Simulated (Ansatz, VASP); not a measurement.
# BC5: VASP beside Ansatz

File INCAR:

```
ALGO = Normal
EDIFF = 1E-7
ENCUT = 520
GGA = PE
ISIF = 2
ISMEAR = -1
LASPH = True
LCHARG = False
LREAL = False
LWAVE = False
NBANDS = 20
NELM = 100
PREC = Accurate
SIGMA = 0.05
```

KPOINTS

```
k-points
0
Gamma
  13 13 13
```

POSCAR

```
BC5
1.0
   -1.2526000000      3.8625540000      1.8671370000
    1.2526000000     -3.8625540000      1.8671370000
    1.2526000000      3.8625540000     -1.8671370000
C B
5 1
Direct
    0.8252650000      0.8252650000      0.0000000000
    0.2101850000      0.0417430000      0.1684420000
    0.8733010000      0.0417430000      0.8315580000
    0.4559700000      0.7835860000      0.6723840000
    0.1112020000      0.7835860000      0.3276160000
    0.5241760000      0.0241760000      0.5000000000
```

input.yaml

```yaml
crystal:
  lattice:
    - [-1.2526, 3.862554, 1.867137]
    - [1.2526, -3.862554, 1.867137]
    - [1.2526, 3.862554, -1.867137]
  atoms:
    - { symbol: C, position: [0.825265, 0.825265, 0.0] }
    - { symbol: C, position: [0.210185, 0.041743, 0.168442] }
    - { symbol: C, position: [0.873301, 0.041743, 0.831558] }
    - { symbol: C, position: [0.45597, 0.783586, 0.672384] }
    - { symbol: C, position: [0.111202, 0.783586, 0.327616] }
    - { symbol: B, position: [0.524176, 0.024176, 0.5] }
hamiltonian:
  xc: pbe
  pseudopotentials: { kind: paw }
kpoints:
  mp_grid: { grid: [13, 13, 13] }
scf:
  occupations: { method: fermi_dirac, width: 0.05 }
output:
  forces: true
  stress: true
  eigenvalues: true
```

The cell comes from a database or a generator and needn't be the stable form of this composition.

Alike in both runs: task single point; functional PBE; k mesh 13 × 13 × 13; occupations fermi-dirac, width 0.05 eV; no spin polarisation.

```csv
,VASP,Ansatz
version,VASP 6.6.1,Ansatz 0.2.0
potentials or method,"VASP PAW PBE potentials, release 64 (C, B)",Ansatz PAW
plane-wave cutoff (eV),520,420
valence electrons in the cell,23,23
```

Ansatz gave:

| Quantity | Value |
| --- | --- |
| gap on the k mesh at the Fermi level (eV) | none |
| pressure (GPa) | -0.5 |
| largest component of the traceless stress (GPa) | 0.19 |
| rms of the force components (eV/Å) | 0.020 |

Q: What did VASP give for the same quantities?

A: gap on the k mesh at the Fermi level (eV): none; pressure (GPa): 0.0; largest component of the traceless stress (GPa): 0.22; rms of the force components (eV/Å): 0.024.

Atom by atom the forces differ by 0.007 eV/Å (rms over components). A gap of «none» marks a metal or a gap that the smearing closes. With one functional, cell and mesh, what is left measures potentials, basis and numerics.

Caveats: the pressure holds a Pulay correction of +0.9 GPa for the finite cutoff (Ansatz).
